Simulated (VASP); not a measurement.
Data:

```
CELL_PARAMETERS angstrom
      3.46676     0.00000     0.00000
     -1.73338     3.00230     0.00000
      0.00000     0.00000     6.32095
ATOMIC_POSITIONS crystal
  Ta 0.00000 0.00000 0.00000
  S  0.66667 0.33333 0.75428
  S  0.33333 0.66667 0.24572
```

Method: PBE GGA, VASP's PBE PAW potentials (set 64) (plane waves; VASP 6.6.1). Numerical set-up: 300 eV cut-off, 9×9×4 Γ-centred mesh, Fermi-Dirac smearing of 0.10 eV, potentials Ta_pv S.

At this cut-off the stress carries a Pulay error, which pulls relaxed volumes low. Unless said otherwise, spin-orbit coupling is left out, though it shifts the bands of the heavy elements here.

Problem. Predict the energy per atom (σ→0), pressure, band gap (on the k-mesh) with the smallest direct gap where there is one.

Solution. 
```json
{
  "band gap (on the k-mesh)": "none (metal, semimetal or under 0.01 eV)",
  "energy per atom (σ→0)": "-7683 meV/atom",
  "pressure": "-6.96 GPa"
}
```

Only differences to runs with the same potentials and settings are physical.

The structure comes from a computed database's TaS2 entry; how it stands against other phases isn't given here. The cell was not relaxed at this level. The electron count is odd and the run is not spin-polarised, which forces a metal.
